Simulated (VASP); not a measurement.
Set up this calculation in VASP 6.6.1, as the native input.

* Task: single point
* Functional: PBE
* Potentials or basis: VASP PAW PBE potentials, release 64 (Rh_pv, Si, Os)
* Cutoff: 520 eV
* k mesh: 4 × 4 × 3
* Occupations: methfessel-paxton, width 0.15 eV
* Spin: no spin polarisation
* Dipole correction: no
* Further INCAR settings: ALGO = Normal; EDIFF = 1e-06; NBANDS = 28

The structure of Si2Os2Rh lies in POSCAR:

```
Si2Os2Rh
1.0
    0.0074160000      3.8712050000      0.0226760000
    3.9122100000      0.0074160000     -0.0274820000
    1.9924560000      1.9123760000     -4.6505420000
Rh Si Os
1 2 2
Direct
    0.9743995600      0.9919738658      0.0344493306
    0.3054936009      0.3570280114      0.2544577662
    0.6111719436      0.6371813195      0.7942762194
    0.6983317669      0.2278966825      0.5407093011
    0.2039002926      0.7487382992      0.4847888304
```

The cell was built by a generator and needn't be a form met in nature.

One way to write it, as run:

INCAR

```
SYSTEM = Si2Os2Rh
PREC = Accurate
ENCUT = 520
EDIFF = 1E-6
ISMEAR = 1
SIGMA = 0.15
LREAL = .FALSE.
LASPH = .TRUE.
NELM = 100
ALGO = Normal
ISIF = 2
LWAVE = .FALSE.
LCHARG = .FALSE.
GGA = PE
NBANDS = 28
```

KPOINTS

```
regular mesh
0
G
  4 4 3
  0 0 0
```

Potentials or basis: VASP PAW PBE potentials, release 64 (Rh_pv, Si, Os).

Run with:

```bash
$ cat potpaw_PBE.64/Rh_pv/POTCAR potpaw_PBE.64/Si/POTCAR potpaw_PBE.64/Os/POTCAR > POTCAR
$ mpirun -np 1 vasp_std > vasp.out
```

Results of the run:

```yaml
Pressure: 26.8 GPa
Largest_force: 4.048 eV/Å
Band_gap_on_the_k_mesh: none (metal or under the smearing width)
```

Caveat: the k mesh is coarse (spacing up to 0.45 Å⁻¹), so the values aren't converged; so large a pressure means that the cell lies far from this level's equilibrium, or that cutoff or potentials fall short; forces of over 1 eV/Å show positions far from the minimum, so gaps and moduli don't describe the material at rest.

It took 54 s on 1 thread of Intel(R) Xeon(R) Platinum 8488C (Sapphire Rapids), on a shared host, peak memory 0.21 GiB.
